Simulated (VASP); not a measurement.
Crystal: Zn2Ga2O3.

```
Zn Ga O
1.0
     4.92214    0.00000    0.00000
    -2.46107    4.26270    0.00000
     0.00000    0.00000    5.43208
Zn Ga O
2 2 3
Cartesian
  0.0000 2.8418 2.7160
  2.4611 1.4209 2.7160
  0.0000 2.8418 0.0000
  2.4611 1.4209 0.0000
  2.4611 0.0000 0.0000
  -1.2305 2.1313 0.0000
  1.2305 2.1313 0.0000
```

The cell was built by a generator and needn't be a form met in nature.

```yaml
Program: VASP 6.6.1
Task: relaxation of cell and atoms
Functional: PBE
Potentials_or_basis: VASP PAW PBE potentials, release 64 (Zn, Ga_d, O)
Cutoff: 520 eV
k_mesh: 3 × 3 × 3
Occupations: gaussian, width 0.15 eV
Spin: no spin polarisation
```

At the start: pressure 102.9 GPa; volume 16.28 Å³/atom.

How do energy, volume and symmetry change on relaxing?

Over 14 steps the energy falls by 2655.4 meV/atom and the volume is 25.63 Å³/atom (+57.4 %); space group P6/mmm (No. 191, to 0.05 Å).

The path:
| step | energy change (eV) | largest force (eV/Å) | pressure (GPa) | volume (Å³) |
| --- | --- | --- | --- | --- |
| 1 | 0.0000 | 0.0000 | 102.88 | 113.97 |
| 2 | 13.1487 | 0.0000 | -36.59 | 361.64 |
| 3 | 1587.7399 | 0.0000 | -13.41 | 205.77 |
| 4 | 238.3955 | 0.0000 | 94.82 | 182.87 |
| 5 | -16.0653 | 0.0000 | -8.10 | 200.45 |
| 6 | -17.8133 | 0.0000 | -8.29 | 196.43 |
| 7 | -18.2202 | 0.0000 | -5.89 | 189.58 |
| 8 | -18.3693 | 0.0000 | -4.54 | 186.21 |
| 9 | -18.4292 | 0.0000 | -3.69 | 184.53 |
| 10 | -18.4856 | 0.0000 | 3.91 | 170.69 |
| 11 | -18.5740 | 0.0000 | 0.50 | 176.56 |
| 12 | -18.5740 | 0.0000 | 0.06 | 176.73 |
| 13 | -18.5789 | 0.0000 | 0.08 | 177.39 |
| 14 | -18.5878 | 0.0000 | 0.07 | 179.38 |

Final structure:
```
CELL_PARAMETERS angstrom
6.04339 0.00000 0.00000
-3.02169 5.23373 0.00000
0.00000 0.00000 5.67130
ATOMIC_POSITIONS crystal
Zn 0.33333 0.66667 0.50000
Zn 0.66667 0.33333 0.50000
Ga 0.33333 0.66667 0.00000
Ga 0.66667 0.33333 0.00000
O 0.50000 0.00000 0.00000
O 0.00000 0.50000 0.00000
O 0.50000 0.50000 0.00000
```

Caveat: the k mesh is coarse (spacing up to 0.49 Å⁻¹), so the values aren't converged; the volume moved by over 15 % at a fixed basis, so the end points are rough.
